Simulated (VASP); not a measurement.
# Lanthanum: formation energy of a point defect, part 2 of 2

Aim: the formation energy and local structure of a point defect in Lanthanum. The start is a cell from a database of measured crystal structures.

VASP 6.6.1; PBEsol; plane waves and PAW (La).

Still holding for the runs below: The k-mesh is coarse for a metal.

So far. Step 2 (Relaxing the host crystal): The run ended after 6 ionic steps, 0.107 eV below its first step, once forces and stress met EDIFFG = -0.02. The relaxed cell has a = 3.641, c = 11.868 Å (conventional setting).

## 3. Relax the host again, on a new basis

The volume changed by more than 5 %, so the plane waves of the start no longer fit; a second relaxation removes that error.

Input file INCAR:

```
SYSTEM = La
PREC = Accurate
ENCUT = 400
EDIFF = 1E-06
NELM = 120
ISMEAR = 1
SIGMA = 0.15
LREAL = .FALSE.
ALGO = Normal
GGA = PS
NBANDS = 28
LASPH = .TRUE.
LORBIT = 11
LWAVE = .FALSE.
LCHARG = .FALSE.
KPAR = 4
IBRION = 2
NSW = 30
ISIF = 3
EDIFFG = -0.02
POTIM = 0.4
```

Input file POSCAR:

```
La
1.0
    3.6412969211      0.0000000000      0.0000000000
   -1.8206484605      3.1534556364      0.0000000000
    0.0000000000      0.0000000000     11.8678609004
La
4
Direct
    0.6666666667      0.3333333333      0.2500000000
    0.3333333333      0.6666666667      0.7500000000
    0.0000000000      0.0000000000      0.5000000000
    0.0000000000      0.0000000000      0.0000000000
```

Input file KPOINTS:

```
Automatic mesh
0
Gamma
8 8 2
0 0 0
```

PAW data sets: La (PBE family, release 64).

Run with:

```bash
> mpirun -np 4 vasp_std
```

The program printed:

```text
[banner, memory and clock lines left out]
running    4 mpi-ranks, on    1 nodes
 distrk:  each k-point on    1 cores,    4 groups
 distr:  one band on    1 cores,    1 groups

 POSCAR found type information on POSCAR La
 POSCAR found :  1 types and       4 ions
 [... a notice as in an earlier step ...]

 LDA part: xc-table for (Slater+PW92), standard interpolation
 POSCAR, INCAR and KPOINTS ok, starting setup
 FFT: planning ... GRIDC
 FFT: planning ... GRID_SOFT
 FFT: planning ... GRID
 WAVECAR not read
 entering main loop
       N       E                     dE             d eps       ncg     rms          rms(c)
DAV:   1     0.535457399290E+03    0.53546E+03   -0.12472E+04  1128   0.176E+03
DAV:   2     0.948902750733E+02   -0.44057E+03   -0.43346E+03  1664   0.417E+02
DAV:   3    -0.653303382754E+01   -0.10142E+03   -0.99841E+02  1952   0.243E+02
DAV:   4    -0.192603657076E+02   -0.12727E+02   -0.12397E+02  2088   0.854E+01
DAV:   5    -0.212523733991E+02   -0.19920E+01   -0.19412E+01  2232   0.318E+01    0.525E+00
DAV:   6    -0.214149967060E+02   -0.16262E+00   -0.26681E+00  2152   0.125E+01    0.254E+00
DAV:   7    -0.214037466913E+02    0.11250E-01   -0.36425E-01  2192   0.434E+00    0.722E-01
DAV:   8    -0.214050298289E+02   -0.12831E-02   -0.52012E-02  2216   0.158E+00    0.268E-01
DAV:   9    -0.214057845130E+02   -0.75468E-03   -0.73109E-03  2080   0.566E-01    0.159E-01
DAV:  10    -0.214060949761E+02   -0.31046E-03   -0.15066E-03  2064   0.246E-01    0.830E-02
DAV:  11    -0.214062597133E+02   -0.16474E-03   -0.72434E-04  2048   0.163E-01    0.216E-02
DAV:  12    -0.214062561162E+02    0.35971E-05   -0.85811E-05  1960   0.736E-02    0.102E-02
DAV:  13    -0.214062597332E+02   -0.36170E-05   -0.19285E-05  1904   0.302E-02    0.485E-03
DAV:  14    -0.214062619727E+02   -0.22395E-05   -0.44195E-06  1448   0.179E-02    0.129E-03
DAV:  15    -0.214062594908E+02    0.24819E-05   -0.53552E-07   920   0.142E-02    0.242E-03
DAV:  16    -0.214062608061E+02   -0.13153E-05   -0.38923E-07   848   0.960E-03    0.816E-04
DAV:  17    -0.214062604203E+02    0.38586E-06   -0.21781E-07   848   0.914E-03
   1 F= -.21406260E+02 E0= -.21405861E+02  d E =-.214063E+02
 curvature:   0.00 expect dE= 0.000E+00 dE for cont linesearch  0.000E+00
 trial: gam= 0.00000 g(F)=  0.412E-46 g(S)=  0.179E-02 ort = 0.000E+00 (trialstep = 0.100E+01)
 search vector abs. value=  0.179E-02
 bond charge predicted
       N       E                     dE             d eps       ncg     rms          rms(c)
DAV:   1    -0.214126199430E+02   -0.63591E-02   -0.38085E-01  1896   0.103E+01    0.322E-01
DAV:   2    -0.214089289681E+02    0.36910E-02   -0.12234E-02  2044   0.116E+00    0.166E-01
DAV:   3    -0.214076653870E+02    0.12636E-02   -0.60761E-03  2128   0.745E-01    0.389E-02
DAV:   4    -0.214076784741E+02   -0.13087E-04   -0.39836E-04  1984   0.153E-01    0.242E-02
DAV:   5    -0.214076826659E+02   -0.41918E-05   -0.27165E-05  1816   0.455E-02    0.139E-02
DAV:   6    -0.214076874890E+02   -0.48230E-05   -0.53301E-06  1364   0.228E-02    0.261E-03
DAV:   7    -0.214076878609E+02   -0.37190E-06   -0.10020E-06   848   0.177E-02
   2 F= -.21407688E+02 E0= -.21407501E+02  d E =-.142744E-02
 trial-energy change:   -0.001427  1 .order   -0.001409   -0.001787   -0.001030
 step:   2.0416(harm=  2.3588)  dis= 0.00000  next Energy=   -21.408245 (dE=-0.198E-02)
 bond charge predicted
       N       E                     dE             d eps       ncg     rms          rms(c)
DAV:   1    -0.214136984463E+02   -0.60110E-02   -0.41439E-01  1852   0.108E+01    0.335E-01
DAV:   2    -0.214097485239E+02    0.39499E-02   -0.13526E-02  2068   0.123E+00    0.174E-01
DAV:   3    -0.214083606452E+02    0.13879E-02   -0.66535E-03  2120   0.780E-01    0.407E-02
DAV:   4    -0.214083757956E+02   -0.15150E-04   -0.43300E-04  2000   0.165E-01    0.251E-02
DAV:   5    -0.214083805991E+02   -0.48034E-05   -0.29945E-05  1848   0.459E-02    0.144E-02
DAV:   6    -0.214083856035E+02   -0.50044E-05   -0.58051E-06  1388   0.227E-02    0.280E-03
DAV:   7    -0.214083860469E+02   -0.44348E-06   -0.90190E-07   848   0.168E-02
   3 F= -.21408386E+02 E0= -.21408530E+02  d E =-.212563E-02
 curvature:  -1.12 expect dE=-0.371E-04 dE for cont linesearch -0.352E-04
 trial: gam=-0.11429 g(F)=  0.114E-46 g(S)=  0.333E-04 ort = 0.238E-03 (trialstep = 0.121E+01)
 search vector abs. value=  0.232E-05
 reached required accuracy - stopping structural energy minimisation
```

The job ended after 22 s (4 MPI ranks of Intel Xeon 6975P-C (Granite Rapids), shared host; peak memory 0.92 GiB; 85 s of CPU time).

OUTCAR, selected parts (step 3):

```text
  LATTYP: Found a hexagonal cell.
 ALAT       =     3.6412969211
 C/A-ratio  =     3.2592400888

 Found     20 irreducible k-points:

   k-points           NKPTS =     20   k-points in BZ     NKDIM =     20   number of bands    NBANDS=     28

   dimension x,y,z NGX =    24 NGY =   24 NGZ =   80
   dimension x,y,z NGXF=    48 NGYF=   48 NGZF=  160

   ENCUT  =  400.0 eV  29.40 Ry    5.42 a.u.   5.94  5.94 19.35*2*pi/ulx,y,z

   NELECT =      44.0000    total number of electrons

 E-fermi :   8.6260

 k-point     1 :       0.0000    0.0000    0.0000
  band No.  band energies     occupation
    ...
     16      -6.8436      2.00000
     17       5.4477      2.00000
     18       6.7333      2.00000
     19       6.8087      2.00000
     20       6.8153      2.00000
     21       9.2010     -0.00000
     22       9.3441     -0.00000
     23       9.9009     -0.00000
     24       9.9011     -0.00000
     25       9.9344     -0.00000
    ...

 k-point     2 :       0.1250   -0.0000    0.0000
  band No.  band energies     occupation
    ...
     17       5.9013      2.00000
     18       7.1283      2.00000
     19       7.2298      2.00000
     20       7.2355      2.00000
     21       8.6664      0.56263
     22       8.9683     -0.00580
     23       9.1408     -0.00001
     24       9.2054     -0.00000
     25       9.3946     -0.00000
     26       9.9840     -0.00000
    ...

  Total        0.0246411      0.0246411     -0.0472667      0.0000000      0.0000000     -0.0000000
  in kB        0.2905955      0.2905955     -0.5574231      0.0000000      0.0000000     -0.0000000
  external PRESSURE =       0.0079226 kB  Pullay stress =       0.0000000 kB

  energy-cutoff  :      400.00
  volume of cell :      135.86
      direct lattice vectors                 reciprocal lattice vectors
     3.649943890  0.000000000  0.000000000     0.273976814  0.158180588  0.000000000
    -1.824971945  3.160944131 -0.000000000    -0.000000000  0.316361175 -0.000000000
    -0.000000000  0.000000000 11.775470527    -0.000000000  0.000000000  0.084922297

 POSITION                                       TOTAL-FORCE (eV/Angst)
 -----------------------------------------------------------------------------------
      1.82497      1.05365      2.94387        -0.000000     -0.000000      0.000000
     -0.00000      2.10730      8.83160         0.000000      0.000000     -0.000000
     -0.00000      0.00000      5.88774        -0.000000     -0.000000      0.000000
     -0.00000      0.00000     11.77547        -0.000000     -0.000000      0.000000
 -----------------------------------------------------------------------------------
    total drift:                                0.000000     -0.000000      0.000000

  FREE ENERGIE OF THE ION-ELECTRON SYSTEM (eV)
  ---------------------------------------------------
  free  energy   TOTEN  =       -21.4083860469 eV

  energy  without entropy=      -21.4088185872  energy(sigma->0) =      -21.40853023

 total charge
# of ion       s       p       d       f       tot
--------------------------------------------------
    1        2.102   5.525   0.954   0.091   8.673
    2        2.102   5.525   0.954   0.091   8.673
    3        2.099   5.518   0.960   0.102   8.679
    4        2.099   5.518   0.960   0.102   8.679
--------------------------------------------------
tot          8.404  22.086   3.828   0.387  34.705

[... 3 parts as in an earlier step ...]

[... 7 further parts left out ...]
```

CONTCAR:

```
La
   1.00000000000000
     3.6499438898247742    0.0000000000001372    0.0000000000000000
    -1.8249719448621495    3.1609441309813535   -0.0000000000000000
    -0.0000000000000000    0.0000000000000000   11.7754705269530788
  La
     4
Direct
     0.6666666667000030    0.3333333332999970    0.2500000000000000
     0.3333333332999970    0.6666666667000030    0.7500000000000000
     0.0000000000000000    0.0000000000000000    0.5000000000000000
     0.0000000000000000    0.0000000000000000    1.0000000000000000
```

Step by step:

| step | energy less that of the first step (eV) | largest force (eV/Å) | pressure (GPa) | volume (Å³) |
| --- | --- | --- | --- | --- |
| 1 | 0.0000 | 0.0000 | -0.06 | 136.27 |
| 2 | -0.0014 | 0.0000 | -0.03 | 136.07 |
| 3 | -0.0021 | 0.0000 | 0.00 | 135.86 |

| conventional cell, symmetrised | before | after | change |
| --- | --- | --- | --- |
| a (Å) | 3.641 | 3.650 | +0.2 % |
| b (Å) | 3.641 | 3.650 | +0.2 % |
| c (Å) | 11.868 | 11.775 | -0.8 % |
| volume (Å³/atom) | 34.07 | 33.96 | -0.3 % |

The relaxed structure:

```xyz
4
Lattice="3.6499 0.0000 0.0000 -1.8250 3.1609 0.0000 0.0000 0.0000 11.7755" Properties=species:S:1:pos:R:3 pbc="T T T"
La    1.8250    1.0536    2.9439
La    0.0000    2.1073    8.8316
La    0.0000    0.0000    5.8877
La    0.0000    0.0000    0.0000
```

Numbers from this step:

```yaml
electronic_cycles: 31
free_energy_toten: -21.41 eV
energy_at_zero_smearing: -21.41 eV
fermi_energy: 8.626 eV
```

The run ended after 3 ionic steps, 0.002 eV below its first step, once forces and stress met EDIFFG = -0.02.

## 4. The perfect supercell

System of this step: Lanthanum. The structure is hexagonal, space group P6_3/mmc (No. 194). The conventional cell has a = 3.650 Å, b = 3.650 Å, c = 11.775 Å, α = 90.00°, β = 90.00°, γ = 120.00°. Nearest to La lie 12 La at 3.62 to 3.65 Å. La has 12 La at 3.62 to 3.65 Å nearest.

The same cell, mesh and cutoff without the defect give the energy to subtract and, in a gapped host, the band edges to count from, so that most errors cancel.

Input file INCAR:

```
SYSTEM = La
PREC = Normal
ENCUT = 400
EDIFF = 1E-05
NELM = 120
ISMEAR = 1
SIGMA = 0.2
LREAL = Auto
ALGO = Fast
GGA = PS
NBANDS = 232
LASPH = .TRUE.
LORBIT = 11
LWAVE = .FALSE.
LCHARG = .FALSE.
KPAR = 4
```

Input file POSCAR:

```
La
1.0
   10.9498316694      0.0000000000      0.0000000000
   -5.4749158347      9.4828323930      0.0000000000
    0.0000000000      0.0000000000     11.7754705270
La
36
Direct
    0.2222222222      0.1111111111      0.2500000000
    0.2222222222      0.4444444444      0.2500000000
    0.2222222222      0.7777777778      0.2500000000
    0.5555555556      0.1111111111      0.2500000000
    0.5555555556      0.4444444444      0.2500000000
    0.5555555556      0.7777777778      0.2500000000
    0.8888888889      0.1111111111      0.2500000000
    0.8888888889      0.4444444444      0.2500000000
    0.8888888889      0.7777777778      0.2500000000
    0.1111111111      0.2222222222      0.7500000000
    0.1111111111      0.5555555556      0.7500000000
    0.1111111111      0.8888888889      0.7500000000
    0.4444444444      0.2222222222      0.7500000000
    0.4444444444      0.5555555556      0.7500000000
    0.4444444444      0.8888888889      0.7500000000
    0.7777777778      0.2222222222      0.7500000000
    0.7777777778      0.5555555556      0.7500000000
    0.7777777778      0.8888888889      0.7500000000
    0.0000000000      0.0000000000      0.5000000000
    0.0000000000      0.3333333333      0.5000000000
    0.0000000000      0.6666666667      0.5000000000
    0.3333333333      0.0000000000      0.5000000000
    0.3333333333      0.3333333333      0.5000000000
    0.3333333333      0.6666666667      0.5000000000
    0.6666666667      0.0000000000      0.5000000000
    0.6666666667      0.3333333333      0.5000000000
    0.6666666667      0.6666666667      0.5000000000
    0.0000000000      0.0000000000      0.0000000000
    0.0000000000      0.3333333333      0.0000000000
    0.0000000000      0.6666666667      0.0000000000
    0.3333333333      0.0000000000      0.0000000000
    0.3333333333      0.3333333333      0.0000000000
    0.3333333333      0.6666666667      0.0000000000
    0.6666666667      0.0000000000      0.0000000000
    0.6666666667      0.3333333333      0.0000000000
    0.6666666667      0.6666666667      0.0000000000
```

Input file KPOINTS:

```
Automatic mesh
0
Gamma
4 4 3
0 0 0
```

Run with:

```bash
> mpirun -np 4 vasp_std
```

The program printed:

```text
[banner, memory and clock lines left out]
running    4 mpi-ranks, on    1 nodes
[...]
[... a notice as in an earlier step ...]

 LDA part: xc-table for (Slater+PW92), standard interpolation
 POSCAR, INCAR and KPOINTS ok, starting setup
[...]
entering main loop
       N       E                     dE             d eps       ncg     rms          rms(c)
DAV:   1     0.580785615251E+04    0.58079E+04   -0.10268E+05  3776   0.190E+03
DAV:   2     0.193917615065E+04   -0.38687E+04   -0.37410E+04  5312   0.530E+02
DAV:   3     0.246688300791E+03   -0.16925E+04   -0.16681E+04  6072   0.339E+02
DAV:   4    -0.117477233786E+03   -0.36417E+03   -0.35386E+03  7088   0.173E+02
[...]
RMM:  46    -0.192497349372E+03   -0.12819E-02   -0.13274E-02  5745   0.111E-01    0.521E-01
RMM:  47    -0.192498370486E+03   -0.10211E-02   -0.10482E-02  5706   0.107E-01    0.527E-01
RMM:  48    -0.192499363121E+03   -0.99264E-03   -0.10278E-02  5683   0.101E-01    0.533E-01
WARNING in EDDRMM: call to ZHEGV failed, returncode =   8  4    158
RMM:  49    -0.192500166520E+03   -0.80340E-03   -0.79498E-03  5655   0.960E-02    0.535E-01
WARNING in EDDRMM: call to ZHEGV failed, returncode =   8  4     17
WARNING in EDDRMM: call to ZHEGV failed, returncode =   8  4     20
WARNING in EDDRMM: call to ZHEGV failed, returncode =   8  4     26
RMM:  50    -0.192500959815E+03   -0.79330E-03   -0.78404E-03  5582   0.892E-02    0.537E-01
RMM:  51    -0.192501604595E+03   -0.64478E-03   -0.62458E-03  5894   0.986E-02    0.521E-01
RMM:  52    -0.192502076084E+03   -0.47149E-03   -0.61332E-03  5557   0.871E-02    0.536E-01
RMM:  53    -0.192502552459E+03   -0.47637E-03   -0.47758E-03  5431   0.759E-02    0.537E-01
RMM:  54    -0.192503003685E+03   -0.45123E-03   -0.46529E-03  5271   0.678E-02    0.539E-01
RMM:  55    -0.192503401690E+03   -0.39801E-03   -0.37403E-03  5180   0.664E-02    0.536E-01
WARNING in EDDRMM: call to ZHEGV failed, returncode =   8  4     22
WARNING in EDDRMM: call to ZHEGV failed, returncode =   8  4     28
WARNING in EDDRMM: call to ZHEGV failed, returncode =   8  4    145
RMM:  56    -0.192504636642E+03   -0.12350E-02   -0.46243E-03  7093   0.113E-01    0.471E-01
RMM:  57    -0.192505246589E+03   -0.60995E-03   -0.32960E-03  6029   0.748E-02    0.443E-01
WARNING in EDDRMM: call to ZHEGV failed, returncode =   8  4      8
WARNING in EDDRMM: call to ZHEGV failed, returncode =   8  4     36
WARNING in EDDRMM: call to ZHEGV failed, returncode =   8  4      7
WARNING in EDDRMM: call to ZHEGV failed, returncode =   8  4      8
WARNING in EDDRMM: call to ZHEGV failed, returncode =   8  4     25
WARNING in EDDRMM: call to ZHEGV failed, returncode =   8  4     26
WARNING in EDDRMM: call to ZHEGV failed, returncode =   8  4     30
WARNING in EDDRMM: call to ZHEGV failed, returncode =   8  4     33
[...]
RMM:  82    -0.192509681322E+03   -0.98402E-04   -0.38627E-04  5077   0.497E-02    0.175E-01
WARNING in EDDRMM: call to ZHEGV failed, returncode =   8  4     21
RMM:  83    -0.192509764626E+03   -0.83303E-04   -0.28910E-04  4641   0.364E-02    0.162E-01
WARNING in EDDRMM: call to ZHEGV failed, returncode =   8  4    172
WARNING in EDDRMM: call to ZHEGV failed, returncode =   6  3    205
RMM:  84    -0.192509810985E+03   -0.46359E-04   -0.23006E-04  4115   0.404E-02    0.157E-01
WARNING in EDDRMM: call to ZHEGV failed, returncode =   6  3    146
RMM:  85    -0.192509830430E+03   -0.19445E-04   -0.20729E-04  3930   0.369E-02    0.158E-01
WARNING in EDDRMM: call to ZHEGV failed, returncode =   8  4      7
WARNING in EDDRMM: call to ZHEGV failed, returncode =   8  4      8
WARNING in EDDRMM: call to ZHEGV failed, returncode =   8  4     19
WARNING in EDDRMM: call to ZHEGV failed, returncode =   8  4     20
WARNING in EDDRMM: call to ZHEGV failed, returncode =   8  4     21
WARNING in EDDRMM: call to ZHEGV failed, returncode =   8  4     23
WARNING in EDDRMM: call to ZHEGV failed, returncode =   8  4     25
WARNING in EDDRMM: call to ZHEGV failed, returncode =   8  4     26
WARNING in EDDRMM: call to ZHEGV failed, returncode =   8  4     32
WARNING in EDDRMM: call to ZHEGV failed, returncode =   8  4     35
WARNING in EDDRMM: call to ZHEGV failed, returncode =   8  4      7
WARNING in EDDRMM: call to ZHEGV failed, returncode =   8  4     13
RMM:  86    -0.192509908872E+03   -0.78442E-04   -0.20540E-04  4092   0.445E-02    0.135E-01
WARNING in EDDRMM: call to ZHEGV failed, returncode =   6  3    148
RMM:  87    -0.192509925364E+03   -0.16492E-04   -0.17696E-04  3865   0.439E-02    0.135E-01
WARNING in EDDRMM: call to ZHEGV failed, returncode =   6  3    150
RMM:  88    -0.192509941818E+03   -0.16454E-04   -0.17246E-04  3783   0.394E-02    0.135E-01
WARNING in EDDRMM: call to ZHEGV failed, returncode =   8  4      9
WARNING in EDDRMM: call to ZHEGV failed, returncode =   8  4     22
RMM:  89    -0.192509958920E+03   -0.17103E-04   -0.13756E-04  3704   0.411E-02    0.132E-01
RMM:  90    -0.192509991518E+03   -0.32598E-04   -0.14497E-04  3739   0.418E-02    0.120E-01
 hard stop encountered!  aborting job ...
|                                                                             |
|           W    W    AA    RRRRR   N    N  II  N    N   GGGG   !!!           |
|           W    W   A  A   R    R  NN   N  II  NN   N  G    G  !!!           |
|           W    W  A    A  R    R  N N  N  II  N N  N  G       !!!           |
|           W WW W  AAAAAA  RRRRR   N  N N  II  N  N N  G  GGG   !            |
|           WW  WW  A    A  R   R   N   NN  II  N   NN  G    G                |
|           W    W  A    A  R    R  N    N  II  N    N   GGGG   !!!           |
|                                                                             |
|     The electronic self-consistency was not achieved in the given           |
|     number of steps (NELM). The forces and other quantities evaluated       |
|     might not be reliable so examine the results carefully. If you find     |
|     spurious results, we suggest increasing NELM, if you were close to      |
|     convergence or switching to a different ALGO or adjusting the           |
|     density mixing parameters otherwise.                                    |
|                                                                             |

 soft stop encountered!  aborting job ...
   1 F= -.19250999E+03 E0= -.19252866E+03  d E =0.559906E-01
 deleting file STOPCAR
```

The job ended after 25 min (4 MPI ranks; peak memory 4.3 GiB).

The run was stopped at its time limit, so it gives no result of its own.

## 5. What came out

| Item | Value |
| --- | --- |
| result | none |

What this shows: The session ends without its result: «perfect supercell» met its time limit.

[Lines on the potential files, build, host, timing and source positions are cut from VASP's logs without a mark.]

[Logs are printed without paths, hosts, clocks, repeated set-up lines and the standing remarks that a program may print on its own settings, such as how far it seeks lower states.]

[Hosts, paths, dates, database ids (printed as entryN), source tags and the programs' standing remarks are cut or masked in the printed files.]

[In band tables of VASP the shares of atoms and orbitals are scaled to a sum of 1 inside the atoms' spheres.]

[Runs that stopped without an error message from VASP are left out.]
